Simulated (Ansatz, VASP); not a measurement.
# SnO2 in two plane-wave programs, part 3 of 3

Aim: how closely do two programs agree when they are given the same cell, functional and k mesh? The cell is generated by rule, not measured, and may not be a known phase. The cell is taken from a series of runs on this material, whose earlier steps may have relaxed, scaled, displaced or heated it; both programs get it as it stands.

VASP 6.6.1 and Ansatz 0.2.0.

So far: Set-up; Ansatz: zone-centre phonons, LDA; VASP: zone-centre phonons, LDA.

### Step 3. VASP: zone-centre phonons, LDA (continued)

Level of this step: LDA; plane waves and PAW (Sn_d, O); invented cell (VASP).

From OUTCAR (step 3):

```text
ion  position               nearest neighbor table
   1  0.000  0.000  0.000-   2 2.09   3 2.09   3 2.09   2 2.09   3 2.09   2 2.09
   2  0.333  0.667  0.222-   1 2.09   1 2.09   1 2.09
   3  0.667  0.333  0.778-   1 2.09   1 2.09   1 2.09

  LATTYP: Found a hexagonal cell.
 ALAT       =     3.1811082052
 C/A-ratio  =     1.4010399005

 Subroutine GETGRP returns: Found 12 space group operations
 (whereof 12 operations were pure point group operations)

The static configuration has the point symmetry D_3d.

 Found     62 irreducible k-points:

   k-points           NKPTS =     62   k-points in BZ     NKDIM =     62   number of bands    NBANDS=     19

   dimension x,y,z NGX =    28 NGY =   28 NGZ =   36
   dimension x,y,z NGXF=    56 NGYF=   56 NGZF=   72

   ENCUT  =  600.0 eV  44.10 Ry    6.64 a.u.   6.35  6.35  8.90*2*pi/ulx,y,z

   NELECT =      26.0000    total number of electrons

 k-points in reciprocal lattice and weights: Automatic mesh
   0.00000000  0.00000000  0.00000000       0.002
   0.11111111  0.00000000  0.00000000       0.012
   0.22222222  0.00000000  0.00000000       0.012
   0.33333333  0.00000000  0.00000000       0.012
   0.44444444  0.00000000  0.00000000       0.012
   0.11111111  0.11111111  0.00000000       0.012
   0.22222222  0.11111111  0.00000000       0.025
   0.33333333  0.11111111  0.00000000       0.025
   0.44444444  0.11111111  0.00000000       0.012
[...]
0.33333333  0.22222222  0.50000000       0.025
   0.33333333  0.33333333  0.50000000       0.004

 average (electrostatic) potential at core
       1-100.5164       2 -70.1546       3 -70.1546

  Total        0.0780419      0.0780419      0.0162915      0.0000000     -0.0000000      0.0000000
  in kB        3.2012691      3.2012691      0.6682765      0.0000000     -0.0000000      0.0000000
  external PRESSURE =       2.3569382 kB  Pullay stress =       0.0000000 kB

  energy-cutoff  :      600.00
  volume of cell :       39.06
      direct lattice vectors                 reciprocal lattice vectors
     3.181108205  0.000000000  0.000000000     0.314355858  0.181493439  0.000000000
    -1.590554103  2.754920518  0.000000000     0.000000000  0.362986879  0.000000000
     0.000000000  0.000000000  4.456859523     0.000000000  0.000000000  0.224373237

 POSITION                                       TOTAL-FORCE (eV/Angst)
 -----------------------------------------------------------------------------------
      0.00000      0.00000      0.00000         0.000000      0.000000      0.000000
     -0.00000      1.83661      0.98756        -0.000000      0.000000      0.042681
      1.59055      0.91831      3.46930         0.000000     -0.000000     -0.042681
 -----------------------------------------------------------------------------------
    total drift:                                0.000000     -0.000000      0.000000

 MACROSCOPIC STATIC DIELECTRIC TENSOR (including local field effects in DFT)
 ------------------------------------------------------
           4.511348     0.000000     0.000000
          -0.000000     4.511348     0.000000
           0.000000     0.000000     3.070318
 ------------------------------------------------------

 PIEZOELECTRIC TENSOR (including local field effects)  for field in x, y, z        (C/m^2)
          XX          YY          ZZ          XY          YZ          ZX
  --------------------------------------------------------------------------------
  x     0.00000     0.00000     0.00000     0.00000     0.00000     0.00000
  y     0.00000     0.00000     0.00000     0.00000     0.00000     0.00000
  z     0.00000     0.00000     0.00000     0.00000     0.00000     0.00000

 BORN EFFECTIVE CHARGES (including local field effects) (in |e|, cummulative output)
 ---------------------------------------------------------------------------------
 ion    1
    1     4.44178     0.00000     0.00000
    2     0.00000     4.44178     0.00000
    3    -0.00000     0.00000     2.16632
 ion    2
    1    -2.22089     0.00000     0.00000
    2     0.00000    -2.22089     0.00000
    3     0.00000    -0.00000    -1.08316
 ion    3
    1    -2.22089     0.00000     0.00000
    2     0.00000    -2.22089     0.00000
    3     0.00000    -0.00000    -1.08316

 Eigenvectors and eigenvalues of the dynamical matrix
 ----------------------------------------------------

   1 f  =   14.961903 THz    94.008407 2PiTHz  499.075352 cm-1    61.877430 meV
             X         Y         Z           dx          dy          dz
      0.000000  0.000000  0.000000    -0.000000    0.000000    0.000000
     -0.000000  1.836614  0.987557    -0.000000   -0.000000   -0.707107
      1.590554  0.918307  3.469303     0.000000   -0.000000    0.707107

   2 f  =   14.066099 THz    88.379907 2PiTHz  469.194561 cm-1    58.172685 meV
             X         Y         Z           dx          dy          dz
      0.000000  0.000000  0.000000    -0.000000    0.000000    0.000000
     -0.000000  1.836614  0.987557    -0.000029    0.707107    0.000000
      1.590554  0.918307  3.469303     0.000029   -0.707107    0.000000

   3 f  =   14.066099 THz    88.379907 2PiTHz  469.194561 cm-1    58.172685 meV
             X         Y         Z           dx          dy          dz
      0.000000  0.000000  0.000000    -0.000000    0.000000    0.000000
     -0.000000  1.836614  0.987557     0.707107    0.000029   -0.000000
      1.590554  0.918307  3.469303    -0.707107   -0.000029   -0.000000

   4 f  =   13.887703 THz    87.259009 2PiTHz  463.243893 cm-1    57.434897 meV
             X         Y         Z           dx          dy          dz
      0.000000  0.000000  0.000000    -0.000000    0.000000    0.460951
     -0.000000  1.836614  0.987557    -0.000000   -0.000000   -0.627505
      1.590554  0.918307  3.469303     0.000000   -0.000000   -0.627505

   5 f  =   12.490454 THz    78.479836 2PiTHz  416.636691 cm-1    51.656343 meV
             X         Y         Z           dx          dy          dz
      0.000000  0.000000  0.000000    -0.000006   -0.461196   -0.000000
     -0.000000  1.836614  0.987557     0.000007    0.627415   -0.000000
      1.590554  0.918307  3.469303     0.000007    0.627415   -0.000000

   6 f  =   12.490454 THz    78.479836 2PiTHz  416.636691 cm-1    51.656343 meV
             X         Y         Z           dx          dy          dz
      0.000000  0.000000  0.000000    -0.461196    0.000006   -0.000000
     -0.000000  1.836614  0.987557     0.627415   -0.000007    0.000000
      1.590554  0.918307  3.469303     0.627415   -0.000007    0.000000

   7 f/i=    0.002502 THz     0.015723 2PiTHz    0.083468 cm-1     0.010349 meV
             X         Y         Z           dx          dy          dz
      0.000000  0.000000  0.000000    -0.000000    0.000000   -0.887426
     -0.000000  1.836614  0.987557    -0.000000    0.000000   -0.325941
      1.590554  0.918307  3.469303    -0.000000    0.000000   -0.325941

   8 f/i=    0.005700 THz     0.035816 2PiTHz    0.190141 cm-1     0.023575 meV
             X         Y         Z           dx          dy          dz
      0.000000  0.000000  0.000000     0.821287   -0.335835   -0.000000
     -0.000000  1.836614  0.987557     0.301853   -0.123432   -0.000000
      1.590554  0.918307  3.469303     0.301853   -0.123432   -0.000000

   9 f/i=    0.005700 THz     0.035816 2PiTHz    0.190141 cm-1     0.023575 meV
             X         Y         Z           dx          dy          dz
      0.000000  0.000000  0.000000    -0.335835   -0.821287   -0.000000
     -0.000000  1.836614  0.987557    -0.123432   -0.301853   -0.000000
      1.590554  0.918307  3.469303    -0.123432   -0.301853   -0.000000

 MACROSCOPIC STATIC DIELECTRIC TENSOR IONIC CONTRIBUTION
 ------------------------------------------------------
           5.675106    -0.000000    -0.000000
          -0.000000     5.675106    -0.000000
          -0.000000    -0.000000     1.092617
 ------------------------------------------------------

 ELASTIC MODULI CONTR FROM IONIC RELAXATION (kBar)
 Direction    XX          YY          ZZ          XY          YZ          ZX
 --------------------------------------------------------------------------------
 XX        -666.9181   -648.0494   -815.2518     -0.0000     95.5038      0.0000
 YY        -648.0494   -666.9181   -815.2518      0.0000    -95.5038     -0.0000
 ZZ        -815.2518   -815.2518  -1010.8774      0.0000     -0.0000     -0.0000
 XY          -0.0000      0.0000      0.0000     -9.4343      0.0000     91.2018
 YZ          95.5038    -95.5038     -0.0000      0.0000   -966.7857     -0.0000
 ZX           0.0000     -0.0000     -0.0000     91.2018     -0.0000   -881.6497
 --------------------------------------------------------------------------------

 PIEZOELECTRIC TENSOR IONIC CONTR  for field in x, y, z        (C/m^2)
          XX          YY          ZZ          XY          YZ          ZX
  --------------------------------------------------------------------------------
  x    -0.00000    -0.00000    -0.00000     0.00000     0.00000    -0.00000
  y    -0.00000    -0.00000    -0.00000    -0.00000    -0.00000     0.00000
  z     0.00000     0.00000     0.00000    -0.00000     0.00000     0.00000
```

The dielectric response converges more slowly with the mesh than energies do, so tensor and charges may still move on a finer one.

### Step 4. Side by side

Known differences besides the potentials themselves: the two LDA forms differ slightly; fixed occupations in Ansatz, narrow Gaussian smearing in VASP; VASP's response is taken on the typed mesh, Ansatz refines its own for the field response alone; the cutoff is 979.61 eV in Ansatz and 600 eV in VASP; VASP's log shows a relativistic correction to its local exchange, Ansatz's none; Ansatz's log warns that its cutoff lies below the recommended one. Total energies have different zeros and are not compared.

The two programs side by side:

```csv
quantity,Ansatz,VASP,difference
ε∞ xx,4.64,4.51,+2.87 %
ε∞ yy,4.64,4.51,+2.87 %
ε∞ zz,3.07,3.07,+0.09 %
Born charge of Sn1 (mean of the diagonal) (e),3.73,3.68,+0.05
Born charge of O2 (mean of the diagonal) (e),-1.87,-1.84,-0.03
optical mode 1 to 2 (cm⁻¹),413.7,416.6,-0.71 %
optical mode 3 (cm⁻¹),463.0,463.2,-0.05 %
optical mode 4 to 5 (cm⁻¹),466.8,469.2,-0.50 %
optical mode 6 (cm⁻¹),497.9,499.1,-0.23 %
```

Modes are paired by rising frequency, not by their patterns, so a pair may set unlike modes beside each other; they are those without the splitting of longitudinal modes.

### Step 5. Results

| Item | Value |
| --- | --- |
| r.m.s. difference of the optical zone-centre modes, each program's sorted by frequency (zone-centre phonons, LDA) | 2.2 cm⁻¹ |
| difference in ε∞ xx (zone-centre phonons, LDA) | +2.9 % |

What this shows: The r.m.s. difference of the optical zone-centre modes, each program's sorted by frequency is 2.2 cm⁻¹ (zone-centre phonons, LDA). Among the rows given in per cent, the largest difference of the zone-centre phonons, LDA pair is in ε∞ xx, +2.9 %. How closely two codes agree says nothing of how well the functional describes the real material.

[Lines on the potential files, build, host, timing and source positions are cut from VASP's logs without a mark.]

[Logs are printed without paths, hosts, clocks, repeated set-up lines and the standing remarks that a program may print on its own settings, such as how far it seeks lower states.]

[Hosts, paths, dates, database ids (printed as entryN), source tags and the programs' standing remarks are cut or masked in the printed files.]
